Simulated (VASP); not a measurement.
Energy against volume of KZnF3 (cubic perovskite). Computed with LDA (Ceperley-Alder, Perdew-Zunger), VASP's LDA PAW potentials (set 64) (plane waves; VASP 6.6.1). Settings: 520 eV cut-off, 6×6×6 Γ-centred mesh, Gaussian smearing of 0.050 eV, potentials K_sv Zn F.

```json
[
 {"V (Å³/atom)": "11.848", "E (eV/atom)": "-4.60352"},
 {"V (Å³/atom)": "12.226", "E (eV/atom)": "-4.61640"},
 {"V (Å³/atom)": "12.604", "E (eV/atom)": "-4.62110"},
 {"V (Å³/atom)": "12.982", "E (eV/atom)": "-4.61894"}
]
```

Task: Fit these four points and predict the energy of the run at 13.360 Å³/atom.

Result: A cubic in V^(−2/3), the third-order Birch-Murnaghan form, passes through the four points with V0 = 12.66 Å³/atom and B0 = 94 GPa, and gives -4.6110 eV/atom there. The run gave -4.6109 eV/atom, +0.2 meV/atom from the fit; all five points give B0 = 95 GPa.

The compound is KZnF3 in the cubic perovskite structure. It was relaxed first.
